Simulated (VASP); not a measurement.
Computed with PBE GGA, VASP's PBE PAW potentials (set 64) (plane waves; VASP 6.6.1).

The input files of a VASP run:

### KPOINTS
```
Automatic mesh
0
Gamma
9 9 9
0 0 0
```

File POSCAR:
```
TiO2
5.5477580
 -0.3427458474   0.3427458474   0.8746716399
  0.3427458474  -0.3427458474   0.8746716399
  0.3427458474   0.3427458474  -0.8746716399
Ti O
2 4
Cartesian
  0.0000000000   0.3427458474   0.4373358199
  0.0000000000   0.0000000000   0.0000000000
  0.0000000000   0.3427458474   0.0760493463
  0.0000000000  -0.0000000000   1.3880568061
  0.0000000000  -0.0000000000   0.3612864736
  0.0000000000   0.3427458474   0.7986222936
```

**INCAR**
```
ALGO  =  Normal
EDIFF  =  1E-7
ENCUT  =  520
GGA  =  PE
ISIF  =  2
ISMEAR  =  -5
LASPH  =  .True.
LCHARG  =  .True.
LEFG  =  .True.
LMAXMIX  =  4
LORBIT  =  11
LREAL  =  .False.
LWAVE  =  .False.
NEDOS  =  601
NELM  =  100
PREC  =  Accurate
SYSTEM  =  TiO2
```

POTCAR, in this order: Ti_sv O (PBE.64 set). Program: vasp_std.

Output of the run:

**OSZICAR**
```
       N       E                     dE             d eps       ncg     rms          rms(c)
DAV:   1     0.682486884840E+03    0.68249E+03   -0.25039E+04  4200   0.198E+03
DAV:   2     0.486243125962E+02   -0.63386E+03   -0.61272E+03  4604   0.574E+02
DAV:   3    -0.658867374785E+02   -0.11451E+03   -0.11294E+03  6500   0.216E+02
DAV:   4    -0.711214396133E+02   -0.52347E+01   -0.52296E+01  5836   0.491E+01
DAV:   5    -0.713511049246E+02   -0.22967E+00   -0.22961E+00  5924   0.822E+00    0.321E+01
DAV:   6    -0.544604760212E+02    0.16891E+02   -0.12331E+02  5448   0.104E+02    0.123E+01
DAV:   7    -0.539744781821E+02    0.48600E+00   -0.18319E+01  5488   0.334E+01    0.782E+00
DAV:   8    -0.540388477610E+02   -0.64370E-01   -0.45034E+00  5368   0.196E+01    0.413E+00
DAV:   9    -0.538549205095E+02    0.18393E+00   -0.16464E+00  5624   0.111E+01    0.104E+00
DAV:  10    -0.538669901082E+02   -0.12070E-01   -0.10113E-01  4976   0.249E+00    0.307E-01
DAV:  11    -0.538654063124E+02    0.15838E-02   -0.11175E-02  5156   0.684E-01    0.719E-02
DAV:  12    -0.538655858605E+02   -0.17955E-03   -0.10171E-03  5780   0.282E-01    0.893E-02
DAV:  13    -0.538655181748E+02    0.67686E-04   -0.43642E-04  5920   0.173E-01    0.124E-02
DAV:  14    -0.538655226297E+02   -0.44549E-05   -0.18610E-05  5356   0.326E-02    0.652E-03
DAV:  15    -0.538655229286E+02   -0.29891E-06   -0.28556E-06  6052   0.177E-02    0.236E-03
DAV:  16    -0.538655229723E+02   -0.43727E-07   -0.30003E-07  3988   0.612E-03
   1 F= -.53865523E+02 E0= -.53865523E+02  d E =0.000000E+00
```

File OUTCAR:
```
------------------------ aborting loop because EDIFF is reached ----------------------------------------
  FORCE on cell =-STRESS in cart. coord.  units (eV):
  Direction    XX          YY          ZZ          XY          YZ          ZX
  --------------------------------------------------------------------------------------
  Total        0.0347655      0.0347655      0.0592669      0.0000000     -0.0000000      0.0000000
  in kB        0.7937011      0.7937011      1.3530726      0.0000000     -0.0000000      0.0000000
  external PRESSURE =       0.9801583 kB  Pullay stress =       0.0000000 kB
  volume of cell :       70.18
      direct lattice vectors                 reciprocal lattice vectors
    -1.901471017  1.901471017  4.852466588     0.000000000  0.262954310  0.103040380
     1.901471017 -1.901471017  4.852466588     0.262954310  0.000000000  0.103040380
     1.901471017  1.901471017 -4.852466588     0.262954310  0.262954310  0.000000000
 POSITION                                       TOTAL-FORCE (eV/Angst)
 -----------------------------------------------------------------------------------
      0.00000      1.90147      2.42623         0.000000      0.000000     -0.000000
      0.00000      0.00000      0.00000         0.000000      0.000000     -0.000000
      0.00000      1.90147      0.42190         0.000000     -0.000000     -0.001519
      0.00000      0.00000      7.70060        -0.000000      0.000000     -0.001519
      0.00000      0.00000      2.00433        -0.000000      0.000000      0.001519
      0.00000      1.90147      4.43056         0.000000     -0.000000      0.001519
 -----------------------------------------------------------------------------------
    total drift:                               -0.000000     -0.000000      0.000000
  FREE ENERGIE OF THE ION-ELECTRON SYSTEM (eV)
  ---------------------------------------------------
  free  energy   TOTEN  =       -53.8655229723 eV

  energy  without entropy=      -53.8655229723  energy(sigma->0) =      -53.86552297

 total charge

# of ion       s       p       d       tot
------------------------------------------
    1        2.218   6.282   1.721  10.221
    2        2.218   6.282   1.721  10.221
    3        1.571   3.493   0.000   5.064
    4        1.571   3.493   0.000   5.064
    5        1.571   3.493   0.000   5.064
    6        1.571   3.493   0.000   5.064
--------------------------------------------------
tot         10.721  26.537   3.443  40.700

 Electric field gradients after diagonalization (V/A^2)
 (convention: |V_zz| > |V_xx| > |V_yy|)
----------------------------------------------------------------------
 ion       V_xx      V_yy      V_zz     asymmetry (V_yy - V_xx)/ V_zz
----------------------------------------------------------------------
   1      -5.450    -5.449    10.899       0.000
   2      -5.450    -5.449    10.899       0.000
   3     -12.608    -5.646    18.255       0.381
   4     -12.608    -5.646    18.255       0.381
   5     -12.608    -5.646    18.255       0.381
   6     -12.608    -5.646    18.255       0.381
```
(Selected blocks of OUTCAR.)

**OUTCAR**
```
 val. band max:        3.1281301752   @ k =  -0.4444   0.4444   0.0000

 cond. band min:       5.2229886648   @ k =   0.0000   0.0000   0.0000


 Fermi energy:         3.1422020579

 k-point     1 :       0.0000    0.0000    0.0000
  band No.  band energies     occupation
      1     -53.3495      2.00000
      2     -53.2990      2.00000
      3     -29.7746      2.00000
      4     -29.5582      2.00000
      5     -29.5582      2.00000
      6     -29.4973      2.00000
      7     -29.4973      2.00000
      8     -29.4267      2.00000
      9     -14.4194      2.00000
     10     -13.4039      2.00000
     11     -13.3392      2.00000
     12     -12.9536      2.00000
     13      -0.7446      2.00000
     14      -0.6522      2.00000
     15      -0.6522      2.00000
     16      -0.2436      2.00000
     17       1.1398      2.00000
     18       1.1398      2.00000
     19       1.1645      2.00000
     20       2.3276      2.00000
     21       2.3276      2.00000
     22       2.3399      2.00000
     23       2.7082      2.00000
     24       2.7082      2.00000
     25       5.2230      0.00000
     26       5.8873      0.00000
     27       7.0683      0.00000
     28       7.0721      0.00000

 k-point     2 :       0.1111   -0.0000    0.0000
  band No.  band energies     occupation
      1     -53.3481      2.00000
      2     -53.2999      2.00000
      3     -29.7714      2.00000
      4     -29.5724      2.00000
      5     -29.5592      2.00000
      6     -29.5033      2.00000
      7     -29.4957      2.00000
      8     -29.4273      2.00000
      9     -14.3562      2.00000
     10     -13.3729      2.00000
     11     -13.3190      2.00000
     12     -12.9431      2.00000
     13      -0.8443      2.00000
     14      -0.7411      2.00000
     15      -0.6415      2.00000
     16      -0.2509      2.00000
     17       1.0889      2.00000
     18       1.1219      2.00000
     19       1.2542      2.00000
     20       2.0587      2.00000
...
```

The compound is TiO2 in the anatase structure, one of several forms; rutile is the usual stable one. It was relaxed first.
